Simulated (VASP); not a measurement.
Energy against volume of HfC (rock salt). These are rev-vdW-DF2, VASP's PBE PAW potentials (set 64) (plane waves; VASP) values and carry that method's errors. Numerical set-up: 520 eV cut-off, 14×14×14 Γ-centred mesh, first-order Methfessel-Paxton smearing of 0.10 eV, potentials Hf_pv C.

```tsv
V (Å³/atom)	E (eV/atom)
12.038	-9.09254
12.410	-9.10151
12.782	-9.09320
13.154	-9.07005
```

Task: Fit these four points and predict the energy of the run at 11.665 Å³/atom.

Result: A cubic in V^(−2/3), the third-order Birch-Murnaghan form, passes through the four points with V0 = 12.41 Å³/atom and B0 = 248 GPa, and gives -9.0634 eV/atom there. The run gave -9.0635 eV/atom, -0.1 meV/atom from the fit; all five points give B0 = 247 GPa.

The compound is HfC in the rock salt structure. It was relaxed first.
